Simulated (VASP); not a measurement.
```
CELL_PARAMETERS angstrom
      4.89000     0.00000     0.00000
      0.00000     4.89000     0.00000
      0.00000     0.00000     4.89000
ATOMIC_POSITIONS crystal
  Si 0.50287 0.49179 0.50003
  Si 0.99656 0.00781 0.99839
  Mo 0.25153 0.99600 0.48897
  Mo 0.49887 0.25871 0.00614
  Mo 0.49935 0.74977 0.99482
  Mo 0.73532 0.99857 0.50176
  Mo 0.00304 0.49634 0.75963
  Mo 0.01247 0.50101 0.25025
```

All values below come from PBE GGA, VASP's PBE PAW potentials (set 64) (plane waves; VASP). Run with 420 eV cut-off, 5×5×5 Γ-centred mesh, first-order Methfessel-Paxton smearing of 0.10 eV, potentials Si Mo_sv.

**Question.** The ions, cell shape and volume are relaxed. Predict the relaxed structure.

**Answer.** 
```
CELL_PARAMETERS angstrom
      4.90160    -0.00002     0.00001
     -0.00002     4.90230     0.00001
      0.00001     0.00000     4.90176
ATOMIC_POSITIONS crystal
  Si 0.50009 0.49992 0.49996
  Si 0.00007 0.99998 0.99994
  Mo 0.24995 0.00002 0.50001
  Mo 0.49997 0.25003 0.99999
  Mo 0.49996 0.75006 0.00007
  Mo 0.74994 0.00000 0.49996
  Mo 0.00002 0.50002 0.75007
  Mo 0.00001 0.49998 0.25001
```
Space group Pm-3n (223), at a tolerance of 0.03 Å.

**Question.** How do energy and volume change from the first to the last step?

**Answer.** The energy (σ→0) changes by -24.4 meV/atom and the volume by +0.7 %, in 14 ionic steps.

The structure is a typed Mo3Si crystal. In the starting cell atoms are displaced from their ideal sites. This run relaxes it. The run is one of a series of settings (EDIFFG = -0.01, ENCUT = 420, IBRION = 2, ISIF = 3, NSW = 50 against the base run), some of them coarse on purpose.
